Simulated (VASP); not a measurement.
# Driving VASP from ASE on YC2, part 3 of 3

Do ASE scripts that read YC2 from different structure formats give one answer, and do several routes find one equilibrium volume? All runs use r2SCAN. Left out of this account: at least 1 further run (self-consistent run: a reference on another mesh). The start is a cell from a database of measured crystal structures.

VASP 6.6.1; r2SCAN; plane waves and PAW (Y_sv, C).

So far. Step 4 (Full relaxation (r2SCAN, through ASE)): It ends with a largest force of 0.002 eV/Å and a pressure of -0.10 GPa. Step 5 (Equation of state by an ASE loop (r2SCAN)): The fit over cells of fixed shape and fractional positions puts the volume -0.18 % from the relaxed one.

## (8) Total energy, forces and stress (r2SCAN, through ASE) with a changed input

A single point gives energy, forces and stress at these settings. Some settings are moved from the usual, to see what they do.

The input, run.py:

```python
import numpy as np
from ase.calculators.vasp import Vasp
from ase import Atoms
from ase.dft.bandgap import bandgap

atoms = Atoms(['Y', 'C', 'C'],
              cell=[[-1.83855, 1.83855, 3.0941], [1.83855, -1.83855, 3.0941], [1.83855, 1.83855, -3.0941]],
              scaled_positions=[[0.0, 0.0, 0.0], [0.3951, 0.3951, 0.0], [0.6049, 0.6049, 0.0]],
              pbc=True)

calc = Vasp(
    xc='r2scan',
    pp='PBE',
    prec='Accurate',
    encut=520,
    ediff=1e-06,
    nelm=100,
    ismear=-1,
    sigma=0.05,
    lreal=False,
    algo='Normal',
    lasph=True,
    nbands=15,
    lorbit=11,
    lwave=False,
    lcharg=False,
    kpar=4,
    isif=2,
    pp_version='64',
    setups={'Y': '_sv', 'C': ''},
    kpts=(4, 4, 4),
    gamma=False,
    txt='vasp.out',
)
atoms.calc = calc

print("energy (eV):", round(atoms.get_potential_energy(), 6))
print("Fermi level (eV):", round(calc.get_fermi_level(), 4))
print("forces (eV/A):")
print(np.round(atoms.get_forces(), 4))
print("stress (GPa, Voigt, tension positive):", np.round(atoms.get_stress() * 160.21766, 3))
gap, p1, p2 = bandgap(calc, direct=False)
print("gap on the mesh (eV):", round(gap, 4))
```

PAW data sets: Y_sv and C (PBE family, release 64).

On the command line:

```
$ export ASE_VASP_COMMAND="mpirun -np 4 vasp_std"
$ python run.py
```

What it wrote:

```text
energy (eV): -41.329692
Fermi level (eV): 5.2679
forces (eV/A):
[[-0.     -0.      0.    ]
 [-0.     -0.     -0.0005]
 [ 0.      0.      0.0005]]
stress (GPa, Voigt, tension positive): [-0.902 -0.902  3.549  0.    -0.    -0.   ]
gap on the mesh (eV): 0.0
```

Elapsed: 17 s, on 4 MPI ranks of Intel Xeon Platinum 8488C (Sapphire Rapids), shared host; peak memory 0.67 GiB; 61 s of CPU time.

The INCAR that ASE wrote:

```
ENCUT = 520.000000
SIGMA = 0.050000
EDIFF = 1.00e-06
ALGO = Normal
METAGGA = R2SCAN
PREC = Accurate
ISIF = 2
ISMEAR = -1
KPAR = 4
LORBIT = 11
NBANDS = 15
NELM = 100
LASPH = .TRUE.
LCHARG = .FALSE.
LWAVE = .FALSE.
LREAL = .FALSE.
```

ASE turned this into the KPOINTS:

```
KPOINTS created by Atomic Simulation Environment
0
Monkhorst-Pack
4 4 4
0 0 0
```

VASP's own log, vasp.out:

```text
[... set-up lines as in an earlier step ...]
 entering main loop
       N       E                     dE             d eps       ncg     rms          rms(c)
DAV:   1     0.415979719419E+02    0.41598E+02   -0.99735E+03   338   0.122E+03
DAV:   2    -0.456835485105E+02   -0.87282E+02   -0.85025E+02   436   0.240E+02
DAV:   3    -0.492491293081E+02   -0.35656E+01   -0.35510E+01   437   0.423E+01
DAV:   4    -0.493894381040E+02   -0.14031E+00   -0.14023E+00   489   0.760E+00
DAV:   5    -0.493910674808E+02   -0.16294E-02   -0.16292E-02   408   0.832E-01    0.271E+01
DAV:   6    -0.414855604135E+02    0.79055E+01   -0.71895E+00   477   0.206E+01    0.220E+01
DAV:   7    -0.413236024809E+02    0.16196E+00   -0.28113E+00   421   0.105E+01    0.136E+01
DAV:   8    -0.413822095302E+02   -0.58607E-01   -0.74848E-01   372   0.503E+00    0.376E+00
DAV:   9    -0.413322150561E+02    0.49994E-01   -0.24819E-01   379   0.272E+00    0.248E-01
DAV:  10    -0.413332655266E+02   -0.10505E-02   -0.99620E-03   488   0.723E-01    0.622E-01
DAV:  11    -0.413332002093E+02    0.65317E-04   -0.74953E-04   393   0.256E-01    0.100E-01
DAV:  12    -0.413331298659E+02    0.70343E-04   -0.32925E-04   422   0.108E-01    0.131E-02
DAV:  13    -0.413331307611E+02   -0.89513E-06   -0.20606E-05   426   0.334E-02    0.167E-02
DAV:  14    -0.413331306738E+02    0.87302E-07   -0.16732E-06   353   0.804E-03
   1 F= -.41333131E+02 E0= -.41329692E+02  d E =-.687663E-02
```

From OUTCAR (step 8):

```text
   k-points           NKPTS =     11   k-points in BZ     NKDIM =     11   number of bands    NBANDS=     15

   NELECT =      19.0000    total number of electrons

 E-fermi :   5.2679

 k-point     1 :       0.1250    0.1250    0.1250
  band No.  band energies     occupation
    ...
      6      -2.1582      2.00000
      7      -0.4076      2.00000
      8       0.7251      2.00000
      9       1.0864      2.00000
     10       3.9910      2.00000
     11       7.8543      0.00000
     12       8.2014      0.00000
     13       8.8548      0.00000
     14       9.4719      0.00000
     15      12.0618      0.00000

  Total        0.2354838      0.2354838     -0.9267179      0.0000000     -0.0000000      0.0000000
  in kB        9.0183361      9.0183361    -35.4905662      0.0000000     -0.0000000      0.0000000
  external PRESSURE =      -5.8179647 kB  Pullay stress =       0.0000000 kB

 POSITION                                       TOTAL-FORCE (eV/Angst)
 -----------------------------------------------------------------------------------
      0.00000      0.00000      0.00000        -0.000000     -0.000000      0.000000
      0.00000      0.00000      2.44496        -0.000000     -0.000000     -0.000496
      0.00000      0.00000      3.74324         0.000000      0.000000      0.000496
 -----------------------------------------------------------------------------------
    total drift:                                0.000000      0.000000      0.000000

  FREE ENERGIE OF THE ION-ELECTRON SYSTEM (eV)
  ---------------------------------------------------
  free  energy   TOTEN  =       -41.3331306738 eV

  energy  without entropy=      -41.3262540438  energy(sigma->0) =      -41.32969236

[... 6 parts as in an earlier step ...]

[... 10 further parts left out ...]
```

The run converged; its settings lie outside those of the reference runs, so its numbers are set aside.

Against the sound run on this cell (total energy, forces and stress (r2SCAN, through ASE)) the energy at zero smearing moves by -12.8 meV an atom and the pressure by -0.15 GPa.

Settings moved from the usual: k-mesh = 4×4×4 and shifted = True.

The mesh holds 11 irreducible points against 126.

## (9) Results

| Quantity | Value |
| --- | --- |
| energy, ASE, structure typed into the script | -13.76373 eV/atom |
| energy, ASE, structure read from a CIF with its space group | -13.75843 eV/atom |
| volume from VASP's own relaxation | 13.93 Å³/atom |
| volume from the fit of the ASE volume loop | 13.91 Å³/atom |
| volume from BFGS in ASE | 13.94 Å³/atom |

In words: With the structure read from a CIF with its space group, ASE's run differs from the first script by +5.3 meV an atom, on the larger cell and its own mesh. The routes to the equilibrium volume agree within 0.20 %. A relaxation follows the stress, which carries a basis-set error, while a volume loop fits energies; every loop stops at a tolerance; VASP's relaxation keeps the plane waves of its start, while ASE starts VASP afresh at each cell, and a loop at fixed shape can't relax anything but the volume. With an odd electron count and no spin the cell is a metal by construction.

[Lines on the potential files, build, host, timing and source positions are cut from VASP's logs without a mark.]

[Logs are printed without paths, hosts, clocks, repeated set-up lines and the standing remarks that a program may print on its own settings, such as how far it seeks lower states.]

[Hosts, paths, dates, database ids (printed as entryN), source tags and the programs' standing remarks are cut or masked in the printed files.]

[A measured line is paired with the nearest computed mode of its activity, which favours agreement.]

[In band tables of VASP the shares of atoms and orbitals are scaled to a sum of 1 inside the atoms' spheres.]
